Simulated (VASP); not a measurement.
# ZnSiH (P-6m2) in VASP: single point with PBE0

Aim: the single point of ZnSiH with PBE0.

All numbers are computed with VASP 6.6.1; they aren't measurements. Logs are shortened: lines on timing, memory, paths and dates and some standing lists are left out, and cuts for length are marked.

## (1) The crystal as given

Symmetry: P-6m2, No. 187, hexagonal system. Conventional cell: a = 3.658 Å, b = 3.658 Å, c = 5.908 Å, α = 90.00°, β = 90.00°, γ = 120.00°. Zn (site symmetry -6m2) is surrounded by 6 Si at 2.43 Å and 6 H at 2.70 Å. Zn (site symmetry -6m2) is surrounded by 6 H at 2.47 Å and 6 Si at 2.75 Å. H (site symmetry 3m) is surrounded by 3 Si at 2.17 Å and 3 Zn at 2.47 Å. Around Si (site symmetry 3m) lie 3 H at 2.17 Å and 1 Si at 2.40 Å and 3 Zn at 2.43 Å.

The cell was built by a generator and needn't be a form met in nature.

## (2) Single point, PBE0

POSCAR

```
ZnSiH
1.0
    3.6581490000      0.0000000000      0.0000000000
   -1.8290740000      3.1680510000      0.0000000000
    0.0000000000      0.0000000000      5.9084490000
Zn H Si
2 2 2
Direct
    0.0000000000      0.0000000000      0.5000000000
    0.0000000000      0.0000000000      0.0000000000
    0.6667000000      0.3333000000      0.2158000000
    0.6666000000      0.3333000000      0.7842000000
    0.3333000000      0.6667000000      0.2970000000
    0.3334000000      0.6667000000      0.7030000000
```

INCAR.step1

```
ALGO = Normal
EDIFF = 1E-5
ENCUT = 520
GGA = PE
ISIF = 2
ISMEAR = -1
LASPH = T
LREAL = F
LWAVE = T
NBANDS = 26
NELM = 100
PREC = Accurate
SIGMA = 0.013
```

INCAR.step2

```
AEXX = 0.25
ALGO = Normal
EDIFF = 1E-6
ENCUT = 520
GGA = PE
HFRCUT = -1
ISIF = 2
ISMEAR = -1
ISTART = 1
LASPH = T
LCHARG = T
LELF = T
LHFCALC = T
LREAL = F
LVHAR = T
LWAVE = F
NBANDS = 26
NELM = 100
PREC = Accurate
PRECFOCK = Fast
SIGMA = 0.013
```

KPOINTS

```
k-points
0
Gamma
  4 4 2
```

Potentials or basis: VASP PAW PBE potentials, release 64 (Zn, H, Si).

Launch:

```bash
cat potpaw_PBE.64/Zn/POTCAR potpaw_PBE.64/H/POTCAR potpaw_PBE.64/Si/POTCAR > POTCAR
cp INCAR.step1 INCAR
mpirun -np 1 vasp_std > vasp.out
cp INCAR.step2 INCAR
mpirun -np 1 vasp_std > vasp.out
```

OUTCAR:

```text
AEXX = 0.25
   EDIFF = 1E-6
   ENCUT = 520
   GGA = PE
   ISIF = 2
   ISMEAR = -1
   ISTART = 1
   LASPH = T
   LHFCALC = T
   LREAL = F
   NELM = 100
   PREC = Accurate
   PRECFOCK = Fast

 ion  position               nearest neighbor table
   1  0.000  0.000  0.500-   5 2.43   6 2.43   6 2.43   5 2.43   5 2.43   6 2.43   2 2.95   2 2.95

   2  0.000  0.000  0.000-   5 2.75   6 2.75   6 2.75   5 2.75   5 2.75   6 2.75   1 2.95   1 2.95

   3  0.667  0.333  0.216-
   4  0.667  0.333  0.784-
   5  0.333  0.667  0.297-   6 2.40   1 2.43   1 2.43   1 2.43   2 2.75   2 2.75   2 2.75
   6  0.333  0.667  0.703-   5 2.40   1 2.43   1 2.43   1 2.43   2 2.75   2 2.75   2 2.75

  LATTYP: Found a hexagonal cell.
 ALAT       =     3.6581490000
 C/A-ratio  =     1.6151471687

  Lattice vectors:

 A1 = (   3.6581490000,   0.0000000000,   0.0000000000)
 A2 = (  -1.8290740000,   3.1680510000,   0.0000000000)
 A3 = (   0.0000000000,   0.0000000000,   5.9084490000)

Analysis of symmetry for initial positions (statically):
=====================================================================
 Subroutine PRICEL returns:
 Original cell was already a primitive cell.

 Routine SETGRP: Setting up the symmetry group for a
 hexagonal supercell.

 Subroutine GETGRP returns: Found  2 space group operations
 (whereof  2 operations were pure point group operations)
 out of a pool of 24 trial point group operations.

The static configuration has the point symmetry C_2 .

Analysis of symmetry for dynamics (positions and initial velocities):
=====================================================================
 Subroutine PRICEL returns:
 Original cell was already a primitive cell.

 Routine SETGRP: Setting up the symmetry group for a
 hexagonal supercell.

 Subroutine GETGRP returns: Found  2 space group operations
 (whereof  2 operations were pure point group operations)
 out of a pool of 24 trial point group operations.

The dynamic configuration has the point symmetry C_2 .

 Subroutine INISYM returns: Found  2 space group operations
 (whereof  2 operations are pure point group operations),
 and found     1 'primitive' translations

----------------------------------------------------------------------------------------

                                     Primitive cell

  volume of cell :      68.4742

  direct lattice vectors                    reciprocal lattice vectors
     3.658149000  0.000000000  0.000000000     0.273362293  0.157825699  0.000000000
    -1.829074000  3.168051000  0.000000000     0.000000000  0.315651484  0.000000000
     0.000000000  0.000000000  5.908449000     0.000000000  0.000000000  0.169249155

  length of vectors
     3.658149000  3.658149646  5.908449000     0.315651540  0.315651484  0.169249155

  position of ions in fractional coordinates (direct lattice)
     0.000000000  0.000000000  0.500000000
     0.000000000  0.000000000  0.000000000
     0.666700000  0.333300000  0.215800000
     0.666600000  0.333300000  0.784200000
     0.333300000  0.666700000  0.297000000
     0.333400000  0.666700000  0.703000000

  ion indices of the primitive-cell ions
   primitive index   ion index
                 1           1
                 2           2
                 3           3
                 4           4
                 5           5
                 6           6

----------------------------------------------------------------------------------------

 KPOINTS: k-points

Automatic generation of k-mesh.
 Grid dimensions read from file:
 generate k-points for:    4    4    2

 Generating k-lattice:

  Cartesian coordinates                     Fractional coordinates (reciprocal lattice)
     0.068340573  0.039456425  0.000000000     0.250000000  0.000000000  0.000000000
     0.000000000  0.078912871  0.000000000     0.000000000  0.250000000  0.000000000
     0.000000000  0.000000000  0.084624577     0.000000000  0.000000000  0.500000000

  Length of vectors
     0.078912885  0.078912871  0.084624577

  Shift w.r.t. Gamma in fractional coordinates (k-lattice)
     0.000000000  0.000000000  0.000000000

 Subroutine IBZKPT returns following result:
 ===========================================

 Found     14 irreducible k-points:

 Following reciprocal coordinates:
            Coordinates               Weight
  0.000000  0.000000  0.000000      1.000000
  0.250000  0.000000  0.000000      4.000000
  0.000000  0.250000  0.000000      2.000000
  0.500000  0.000000  0.000000      2.000000
  0.000000  0.500000  0.000000      1.000000
  0.250000  0.250000  0.000000      4.000000
  0.500000  0.250000  0.000000      2.000000
  0.000000  0.000000  0.500000      1.000000
  0.250000  0.000000  0.500000      4.000000
  0.000000  0.250000  0.500000      2.000000
  0.500000  0.000000  0.500000      2.000000
  0.000000  0.500000  0.500000      1.000000
  0.250000  0.250000  0.500000      4.000000
  0.500000  0.250000  0.500000      2.000000
   k-points           NKPTS =     14   k-points in BZ     NKDIM =     32   number of bands    NBANDS=     26
   number of dos      NEDOS =    301   number of ions     NIONS =      6
   total plane-waves  NPLWV =  37632
   dimension x,y,z NGX =    28 NGY =   28 NGZ =   48
   dimension x,y,z NGXF=    56 NGYF=   56 NGZF=   96
   ions per type =               2   2   2
   NGX,Y,Z   is equivalent  to a cutoff of  12.72, 12.72, 13.51 a.u.
   NGXF,Y,Z  is equivalent  to a cutoff of  25.45, 25.45, 27.01 a.u.
 SYSTEM =  unknown system
   PREC   = accura    normal or accurate (medium, high low for compatibility)
   ISTART =      1    job   : 0-new  1-cont  2-samecut
   ICHARG =      0    charge: 1-file 2-atom 10-const
   ISPIN  =      1    spin polarized calculation?
   LNONCOLLINEAR =      F non collinear calculations
   LSORBIT =      F    spin-orbit coupling
   LASPH  =      T    aspherical Exc in radial PAW
   ENCUT  =  520.0 eV  38.22 Ry    6.18 a.u.   6.80  6.80 10.99*2*pi/ulx,y,z
   NELM   =    100;   NELMIN=  2; NELMDL=  0     # of ELM steps
   EDIFF  = 0.1E-05   stopping-criterion for ELM
   LREAL  =      F    real-space projection
   EDIFFG = 0.1E-04   stopping-criterion for IOM
   NSW    =      0    number of steps for IOM
   IBRION =     -1    ionic relax: 0-MD 1-quasi-New 2-CG
   NFREE  =      0    steps in history (QN), initial steepest desc. (CG)
   ISIF   =      2    stress and relaxation
   ISYM   =      3    0-nonsym 1-usesym 2-fastsym
   POTIM  = 0.5000    time-step for ionic-motion
   TEBEG  =    0.0;   TEEND  =   0.0 temperature during run
   PSTRESS=    0.0 pullay stress
   NELECT =      34.0000    total number of electrons
   NUPDOWN=      -1.0000    fix difference up-down
   EMIN   =  10.00;   EMAX   =-10.00  energy-range for DOS
   EFERMI =   0.00;   METHOD = LEGACY
   ISMEAR =    -1;   SIGMA  =   0.01  broadening in eV -4-tet -1-fermi 0-gaus
   EFERMI_NEDOS =   21; number of points for ismear=-14 and -15
   IALGO  =     38    algorithm
   IMIX   =      1    mixing-type and parameters
     AMIX     =   0.40;   BMIX     =  1.00
     AMIX_MAG =   1.60;   BMIX_MAG =  1.00
  volume/ion in A,a.u.               =      11.41        77.01
  Fermi-wavevector in a.u.,A,eV,Ry     =   1.296359  2.449764 22.865243  1.680548
  Thomas-Fermi vector in A             =   2.427821
   LORBIT       =      0    0 simple, 1 ext, 2 COOP (PROOUT), +10 PAW based schemes
   GGA     = PE    functional components
   LHFCALC =     T    Hartree Fock is set to
   PRECFOCK=fast      Normal, Fast or Accurate (Low or Medium for compatibility)
   ENCUT4O =  -1.0   cutoff for four orbital integrals eV
   NKREDX  =     1    reduce k-point grid by
   NKREDY  =     1    reduce k-point grid by
   NKREDZ  =     1    reduce k-point grid by
   AEXX    =    0.2500 exact exchange contribution
   HFSCREEN=    0.0000 screening length (either q_TF or 0.3 A-1)
   HFSCREENC=   0.0000 screening length for correlation (either q_TF or 0.3 A-1)
   ENCUTFOCK=  -1.0 apply spherical cutoff to Coloumb kernel
   IVDW    =     0    specifies the selected vdW correction
   LEPSILON=     F    determine dielectric tensor
   LRPA    =     F    only Hartree local field effects (RPA)
 non-spin polarized calculation
  energy-cutoff  :      520.00
  volume of cell :       68.47
 maximum number of plane-waves:      1858
 NGX is ok and might be reduce to    28
  NGX = 16; NGY = 16; NGZ = 28

 number of electron      33.9999972 magnetization

 Free energy of the ion-electron system (eV)
  ---------------------------------------------------
  ext. energy  EPLUGINS =         0.00000000
  ---------------------------------------------------
  free energy    TOTEN  =       -19.31801387 eV

  energy without entropy =      -19.31801387  energy(sigma->0) =      -19.31801387

 E-fermi :   5.3304     XC(G=0):  -8.6910

 val. band max:        4.9927887221   @ k =   0.0000   0.5000   0.5000
 cond. band min:       5.6616878741   @ k =   0.5000   0.0000   0.5000
 fundamental gap:      0.6688991520
 Fermi energy:         5.3303565387

 k-point     1 :       0.0000    0.0000    0.0000
  band No.  band energies     occupation
      1      -9.3154      2.00000
      2      -5.4333      2.00000
      3      -5.2688      2.00000
      4      -4.9956      2.00000
      5      -4.9952      2.00000
      6      -4.8905      2.00000
[... 18 lines left out ...]
     25      13.3118      0.00000
     26      13.3194      0.00000

 k-point     2 :       0.2500    0.0000    0.0000
  band No.  band energies     occupation
      1      -8.4836      2.00000
      2      -5.5966      2.00000
      3      -5.2473      2.00000
      4      -4.9733      2.00000
      5      -4.9285      2.00000
      6      -4.8753      2.00000
[... 18 lines left out ...]
     25      13.6707      0.00000
[... 318 lines left out ...]
     25      13.2990      0.00000
     26      14.4307      0.00000

 k-point    14 :       0.5000    0.2500    0.5000
  band No.  band energies     occupation
      1      -6.7047      2.00000
      2      -5.5783      2.00000
      3      -5.0413      2.00000
      4      -4.9923      2.00000
      5      -4.8481      2.00000
      6      -4.7268      2.00000
[... 18 lines left out ...]
     25      13.3037      0.00000
     26      14.4347      0.00000

------------------------ aborting loop because EDIFF is reached ----------------------------------------

  FORCE on cell =-STRESS in cart. coord.  units (eV):
  Direction    XX          YY          ZZ          XY          YZ          ZX
  --------------------------------------------------------------------------------------
  -------------------------------------------------------------------------------------
  Total        2.2175044      1.8387619      4.1864495      0.0000003      0.0000000     -0.0029431
  in kB       51.8857418     43.0238256     97.9556289      0.0000068      0.0000000     -0.0688631
  external PRESSURE =      64.2883987 kB  Pullay stress =       0.0000000 kB

 VOLUME and BASIS-vectors are now :
 -----------------------------------------------------------------------------
  energy-cutoff  :      520.00
  volume of cell :       68.47
      direct lattice vectors                 reciprocal lattice vectors
     3.658149000  0.000000000  0.000000000     0.273362293  0.157825699  0.000000000
    -1.829074000  3.168051000  0.000000000     0.000000000  0.315651484  0.000000000
     0.000000000  0.000000000  5.908449000     0.000000000  0.000000000  0.169249155

 POSITION                                       TOTAL-FORCE (eV/Angst)
 -----------------------------------------------------------------------------------
      0.00000      0.00000      2.95422        -0.000000     -0.009204      0.000000
      0.00000      0.00000      0.00000        -0.000000     -0.023787      0.000000
      1.82926      1.05591      1.27504         0.001018     -0.085449      0.220793
      1.82889      1.05591      4.63341        -0.001018     -0.085449     -0.220793
     -0.00018      2.11214      1.75481        -0.000179      0.101944     -0.589184
      0.00018      2.11214      4.15364         0.000179      0.101944      0.589184
 -----------------------------------------------------------------------------------
    total drift:                               -0.000014     -0.000100      0.000000

  FREE ENERGIE OF THE ION-ELECTRON SYSTEM (eV)
  ---------------------------------------------------
  free  energy   TOTEN  =       -19.3180138651 eV

  energy  without entropy=      -19.3180138651  energy(sigma->0) =      -19.31801387
```

It took 8.3 min on 1 thread of Intel Xeon Platinum 8559C (Emerald Rapids), shared host; peak memory 0.2 GiB.

Results:

```yaml
Free_energy: -19.3180 eV
Pressure: 6.4 GPa
Largest_force: 0.598 eV/Å
Band_gap_on_the_k_mesh: none (metal or under the smearing width)
```

Forces in eV/Å, atoms in the order of the input:
```
Zn   0.000 -0.009  0.000
Zn   0.000 -0.024  0.000
H    0.001 -0.085  0.221
H   -0.001 -0.085 -0.221
Si   0.000  0.102 -0.589
Si   0.000  0.102  0.589
```

Stress tensor (GPa, compression positive):
```
 5.19  0.00 -0.01
 0.00  4.30  0.00
-0.01  0.00  9.80
```

Caveat: the k mesh is coarse (spacing up to 0.53 Å⁻¹), so the values aren't converged, least of all with exact exchange; the PAW data sets were made with another functional, which shifts forces and pressure a little.
